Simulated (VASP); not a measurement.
Here is the system:

```xyz
63
Lattice="7.1466 0.0000 0.0000 0.0000 7.1466 0.0000 0.0000 0.0000 7.1466" Properties=species:S:1:pos:R:3 pbc="T T T"
C      3.5733     0.0000     0.0000
C      4.4890     0.9412     0.8972
C      5.3600     1.7438    -0.0232
C      6.2532     2.6979     0.9237
C      5.3480    -0.0435     1.7654
C      6.2943     0.8646     2.6752
C      0.0000     0.0000     0.0000
C      0.8933     0.8933     0.8933
C      1.7866     1.7866     0.0000
C      2.7050     2.6969     0.8901
C      3.5437     3.5724    -0.0128
C      4.4643     4.4532     0.9272
C      5.3599     5.3599     0.0000
C      6.2532     6.2532     0.8933
C      1.7866     0.0000     1.7866
C      2.7019     0.8846     2.7207
C      3.5413     1.8108     1.7789
C      5.3525     3.5867     1.7889
C      6.2447     4.4166     2.6391
C      3.5943     0.0024     3.5929
C      4.5122     0.9116     4.4218
C      5.3408     1.7959     3.5467
C      6.2998     2.7245     4.5015
C      5.3599     0.0000     5.3599
C      6.2532     0.8933     6.2532
C      0.0000     3.5733     0.0000
C      0.8933     4.4666     0.8933
C      1.7866     5.3599     0.0000
C      2.6800     6.2532     0.8933
C      0.0000     1.7866     1.7866
C      0.8933     2.6800     2.6800
C      1.8243     3.5509     1.7842
C      2.7097     4.4884     2.6446
C      3.5892     5.3168     1.7723
C      4.4666     6.2532     2.6800
C      0.0000     0.0000     3.5733
C      0.8933     0.8933     4.4666
C      1.7421     1.7908     3.5841
C      2.7129     2.7242     4.4293
C      4.4390     4.4741     4.4335
C      5.3882     5.3957     3.5266
C      6.2532     6.2532     4.4666
C      1.7866     0.0000     5.3599
C      2.6800     0.8933     6.2532
C      3.5952     1.8212     5.3267
C      4.4666     2.6800     6.2532
C      5.3263     3.5267     5.3380
C      6.2532     4.4666     6.2532
C      0.0000     5.3599     1.7866
C      0.8933     6.2532     2.6800
C      0.0000     3.5733     3.5733
C      0.8933     4.4666     4.4666
C      1.7866     5.3599     3.5733
C      2.6800     6.2532     4.4666
C      0.0000     1.7866     5.3599
C      0.8933     2.6800     6.2532
C      1.7866     3.5733     5.3599
C      2.6800     4.4666     6.2532
C      3.5733     5.3599     5.3599
C      4.4666     6.2532     6.2532
C      0.0000     5.3599     5.3599
C      0.8933     6.2532     6.2532
N      3.5463     3.5892     3.5365
```
Cell charge -1.

Calculation: PBE GGA, VASP's PBE PAW potentials (set 64) (plane waves; VASP 6.6.1). Numerical set-up: PREC = Normal, LREAL = Auto, ISYM = 0, NELECT = 254.0, EDIFF = 1E-5, 400 eV cut-off, 1×1×1 Γ-centred mesh, Gaussian smearing of 0.050 eV, potentials C N. Starting moments (MAGMOM): 63*0.0317. The cell's moment is fixed (NUPDOWN = 2).

At this cut-off the stress carries a Pulay error, which pulls relaxed volumes low. The cell is charged, with a uniform compensating background. The supercell is sampled at Γ alone, which is coarse: total energies, pressure and levels can be off, energies of defects by several tenths of an eV.

Q: The ions are relaxed. Predict the relaxed structure.

A: 
```xyz
63
Lattice="7.1466 0.0000 0.0000 0.0000 7.1466 0.0000 0.0000 0.0000 7.1466" Properties=species:S:1:pos:R:3 pbc="T T T"
C      3.5828     7.1373     7.1320
C      4.4593     0.8965     0.8915
C      5.3608     1.7889     7.1450
C      6.2531     2.6899     0.8916
C      5.3609     0.0036     1.7837
C      6.2535     0.8963     2.6849
C      0.0020     0.0012     7.1429
C      0.8950     0.8945     0.8901
C      1.7854     1.7905     7.1355
C      2.7002     2.6690     0.9029
C      3.5809     3.5691     0.0036
C      4.4806     4.4494     0.9028
C      5.3594     5.3642     7.1355
C      6.2544     6.2545     0.8899
C      1.7851     7.1403     1.7852
C      2.7002     0.9083     2.6639
C      3.5182     1.7101     1.7048
C      5.4395     3.6304     1.7050
C      6.2414     4.4493     2.6639
C      3.5814     0.0094     3.5637
C      4.4816     0.9085     4.4440
C      5.4408     1.7099     3.6258
C      6.2419     2.6686     4.4444
C      5.3601     7.1406     5.3597
C      6.2548     0.8947     6.2502
C      0.0122     3.5668     7.1321
C      0.9027     4.4643     0.8958
C      1.7913     5.3583     0.0019
C      2.6849     6.2465     0.8956
C      7.1461     1.7889     1.7839
C      0.8959     2.6802     2.6750
C      1.8043     3.5644     1.7992
C      2.6830     4.4669     2.7183
C      3.5859     5.3450     1.7990
C      4.4695     6.2539     2.6749
C      0.0130     7.1372     3.5623
C      0.9038     0.9010     4.4600
C      1.8049     1.8051     3.5590
C      2.6835     2.7247     4.4605
C      4.4251     4.4665     4.4605
C      5.3454     5.3453     3.5586
C      6.2489     6.2464     4.4595
C      1.7915     0.0074     5.3533
C      2.6855     0.9012     6.2407
C      3.5862     1.8053     5.3393
C      4.4693     2.6801     6.2487
C      5.3450     3.5639     5.3390
C      6.2485     4.4644     6.2408
C      0.0089     5.3643     1.7853
C      0.8962     6.2533     2.6759
C      7.1412     3.5690     3.5641
C      0.8861     4.4676     4.4625
C      1.7781     5.3724     3.5710
C      2.6822     6.2646     4.4625
C      0.0095     1.7899     5.3601
C      0.8963     2.6807     6.2484
C      1.7778     3.5764     5.3669
C      2.6822     4.4675     6.2588
C      3.5737     5.3718     5.3666
C      4.4690     6.2533     6.2483
C      7.1428     5.3585     5.3531
C      0.8950     6.2549     6.2495
N      3.4843     3.6659     3.6593
```
Cell charge -1. The cell ends with 2.00 μB, on the first 30 sites 0.02 -0.01 0.01 -0.01 0.01 -0.01 0.00 0.00 0.03 -0.01 0.01 -0.01 0.03 0.00 0.03 -0.01 0.33 0.33 -0.01 0.01 -0.01 0.33 -0.01 0.03 0.00 0.02 0.00 0.00 0.00 0.01 μB.

Q: How much energy does the relaxation gain?

A: The energy (σ→0) changes by -33.6 meV/atom, in 12 ionic steps.

| step | E(σ→0) (eV) | max force (eV/Å) | pressure (GPa) | volume (Å³) |
|---|---|---|---|---|
| 1 | -548.2332 | 4.199 | 3.20 | 365.00 |
| 2 | -546.5032 | 7.376 | 6.98 | 365.00 |
| 3 | -549.9233 | 1.845 | 3.23 | 365.00 |
| 4 | -550.2022 | 1.454 | 4.55 | 365.00 |
| 5 | -550.2690 | 0.831 | 4.08 | 365.00 |
| 6 | -550.3051 | 0.649 | 4.60 | 365.00 |
| 7 | -550.3346 | 0.268 | 4.36 | 365.00 |
| 8 | -550.3446 | 0.175 | 4.48 | 365.00 |
| 9 | -550.3475 | 0.095 | 4.44 | 365.00 |
| 10 | -550.3491 | 0.061 | 4.47 | 365.00 |
| 11 | -550.3493 | 0.049 | 4.46 | 365.00 |
| 12 | -550.3498 | 0.027 | 4.46 | 365.00 |

The cell is a supercell with a defect, built from C (diamond): N_C-vac_C, charge -1.
